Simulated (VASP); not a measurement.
Level of theory: PBEsol GGA, VASP's PBE PAW potentials (set 64) (plane waves; VASP).

A VASP calculation is set up with these files.

POSCAR:
```
Li3NaCl4
1
   -0.0015029847     5.2058221477     5.2043435605
    5.2058221477    -0.0015029847     5.2043435605
    2.6021595815     2.6021595815     0.0000000000
Na Cl Li
1 4 3
Direct
  1.0000000000   0.0000000000   1.0000000000
  0.2577841357   0.2577841357   0.4844317286
  0.2655689636   0.7344310364   0.5000000000
  0.7344310364   0.2655689636   0.5000000000
  0.7422158643   0.7422158643   0.5155682714
  1.0000000000   0.5000000000   1.0000000000
  0.5000000000   0.0000000000   1.0000000000
  0.5000000000   0.5000000000   1.0000000000
```

### KPOINTS
```
Automatic mesh
0
Gamma
4 4 8
0 0 0
```

INCAR:
```
NELM = 100   # most electronic steps
ISMEAR = -5   # tetrahedra, Bloechl
LASPH = .True.
LWAVE = .False.
EDIFF = 1E-7   # SCF stop (eV)
GGA = PS   # PBEsol
LORBIT = 11
LREAL = .False.   # projection in real space or not
LEFG = .True.
PREC = Accurate
ENCUT = 520   # plane-wave cut-off (eV)
ISIF = 2
ALGO = Normal
SYSTEM = Li3NaCl4
LCHARG = .True.
NEDOS = 601
```

POTCAR, in this order: Na_pv Cl Li_sv (PBE.64 set). Program: vasp_std.

Output

**OSZICAR**
```
       N       E                     dE             d eps       ncg     rms          rms(c)
DAV:   1     0.389249369026E+03    0.38925E+03   -0.20277E+04  1846   0.164E+03
DAV:   2     0.147022701465E+02   -0.37455E+03   -0.36286E+03  2225   0.389E+02
DAV:   3    -0.267973326126E+02   -0.41500E+02   -0.41375E+02  2514   0.123E+02
DAV:   4    -0.297620929566E+02   -0.29648E+01   -0.29537E+01  3217   0.324E+01
DAV:   5    -0.301026567357E+02   -0.34056E+00   -0.34047E+00  2900   0.593E+00    0.445E+00
DAV:   6    -0.297733274208E+02    0.32933E+00   -0.75620E-01  2420   0.472E+00    0.319E+00
DAV:   7    -0.297542035246E+02    0.19124E-01   -0.28498E-01  3004   0.262E+00    0.161E+00
DAV:   8    -0.297619693899E+02   -0.77659E-02   -0.33375E-02  2652   0.118E+00    0.199E-01
DAV:   9    -0.297621556190E+02   -0.18623E-03   -0.27092E-03  2953   0.312E-01    0.874E-02
DAV:  10    -0.297624048720E+02   -0.24925E-03   -0.31284E-04  2412   0.118E-01    0.162E-02
DAV:  11    -0.297624237260E+02   -0.18854E-04   -0.36064E-05  2849   0.385E-02    0.800E-03
DAV:  12    -0.297624245977E+02   -0.87166E-06   -0.31638E-06  2548   0.102E-02    0.160E-03
DAV:  13    -0.297624245947E+02    0.29249E-08   -0.15955E-07  2060   0.321E-03
   1 F= -.29762425E+02 E0= -.29762425E+02  d E =0.000000E+00
```

**OUTCAR**
```
------------------------ aborting loop because EDIFF is reached ----------------------------------------
  FORCE on cell =-STRESS in cart. coord.  units (eV):
  Direction    XX          YY          ZZ          XY          YZ          ZX
  --------------------------------------------------------------------------------------
  Total        0.1015058      0.1015058      0.1039196     -0.0890360      0.0000000     -0.0000000
  in kB        1.1530730      1.1530730      1.1804937     -1.0114205      0.0000000     -0.0000000
  external PRESSURE =       1.1622132 kB  Pullay stress =       0.0000000 kB
  volume of cell :      141.04
      direct lattice vectors                 reciprocal lattice vectors
    -0.001502985  5.205822148  5.204343560    -0.096018587  0.096018587  0.096073596
     5.205822148 -0.001502985  5.204343560     0.096018587 -0.096018587  0.096073596
     2.602159582  2.602159582  0.000000000     0.192148093  0.192148093 -0.192147192
 POSITION                                       TOTAL-FORCE (eV/Angst)
 -----------------------------------------------------------------------------------
      0.00000      0.00000      0.00000        -0.000000     -0.000000     -0.000000
      2.60216      2.60216      2.68319         0.000000      0.000000      0.000158
      5.12400      2.68248      5.20434        -0.002921      0.002921     -0.000000
      2.68248      5.12400      5.20434         0.002921     -0.002921     -0.000000
      5.20432      5.20432      7.72549        -0.000000     -0.000000     -0.000158
      2.60291     -0.00075      2.60217         0.000000      0.000000     -0.000000
     -0.00075      2.60291      2.60217        -0.000000      0.000000     -0.000000
      2.60216      2.60216      5.20434        -0.000000      0.000000     -0.000000
 -----------------------------------------------------------------------------------
    total drift:                               -0.000000     -0.000000      0.000000
  FREE ENERGIE OF THE ION-ELECTRON SYSTEM (eV)
  ---------------------------------------------------
  free  energy   TOTEN  =       -29.7624245947 eV

  energy  without entropy=      -29.7624245947  energy(sigma->0) =      -29.76242459

 total charge

# of ion       s       p       d       tot
------------------------------------------
    1        0.056   5.996   0.000   6.051
    2        1.579   3.559   0.000   5.138
    3        1.579   3.568   0.000   5.147
    4        1.579   3.568   0.000   5.147
    5        1.579   3.559   0.000   5.138
    6        2.005   0.034   0.000   2.039
    7        2.005   0.034   0.000   2.039
    8        2.009   0.041   0.000   2.050
--------------------------------------------------
tot         12.390  20.359   0.000  32.749

 Electric field gradients after diagonalization (V/A^2)
 (convention: |V_zz| > |V_xx| > |V_yy|)
----------------------------------------------------------------------
 ion       V_xx      V_yy      V_zz     asymmetry (V_yy - V_xx)/ V_zz
----------------------------------------------------------------------
   1      -1.249    -0.000     1.249       1.000
   2       6.720     6.164   -12.885       0.043
   3      -8.026    -4.955    12.981       0.237
   4      -8.026    -4.955    12.981       0.237
   5       6.720     6.164   -12.885       0.043
   6       0.138     0.010    -0.148       0.870
   7       0.138     0.010    -0.148       0.870
   8       0.084     0.009    -0.093       0.812
```
(Selected blocks of OUTCAR.)

OUTCAR:
```
 val. band max:        0.4027363948   @ k =   0.0000   0.0000   0.0000

 cond. band min:       6.2577331414   @ k =   0.0000   0.0000   0.0000


 Fermi energy:         0.4432754752

 k-point     1 :       0.0000    0.0000    0.0000
  band No.  band energies     occupation
      1     -42.5620      2.00000
      2     -42.5612      2.00000
      3     -42.1512      2.00000
      4     -20.1802      2.00000
      5     -20.1800      2.00000
      6     -20.1650      2.00000
      7     -12.8973      2.00000
      8     -12.3548      2.00000
      9     -12.2925      2.00000
     10     -12.1318      2.00000
     11      -2.3632      2.00000
     12      -2.3520      2.00000
     13      -2.3356      2.00000
     14      -0.6668      2.00000
     15      -0.6152      2.00000
     16       0.0593      2.00000
     17       0.1001      2.00000
     18       0.1012      2.00000
     19       0.1380      2.00000
     20       0.3816      2.00000
     21       0.3880      2.00000
     22       0.4027      2.00000
     23       6.2577      0.00000
     24       6.9790      0.00000
     25       7.1632      0.00000
     26       8.1353      0.00000
     27       8.3623      0.00000

 k-point     2 :       0.2500    0.0000    0.0000
  band No.  band energies     occupation
      1     -42.5618      2.00000
      2     -42.5613      2.00000
      3     -42.1511      2.00000
      4     -20.1803      2.00000
      5     -20.1800      2.00000
      6     -20.1650      2.00000
      7     -12.8238      2.00000
      8     -12.4211      2.00000
      9     -12.2951      2.00000
     10     -12.1552      2.00000
     11      -2.2320      2.00000
     12      -2.1717      2.00000
     13      -2.0263      2.00000
     14      -0.7923      2.00000
     15      -0.5814      2.00000
     16      -0.2746      2.00000
     17      -0.0995      2.00000
     18      -0.0186      2.00000
     19       0.1411      2.00000
     20       0.1412      2.00000
     21       0.3431      2.00000
...
```

The structure was generated: Li3NaCl4 was put into an ordered model structure (Cmmm), which need not be its known phase. It was relaxed first.
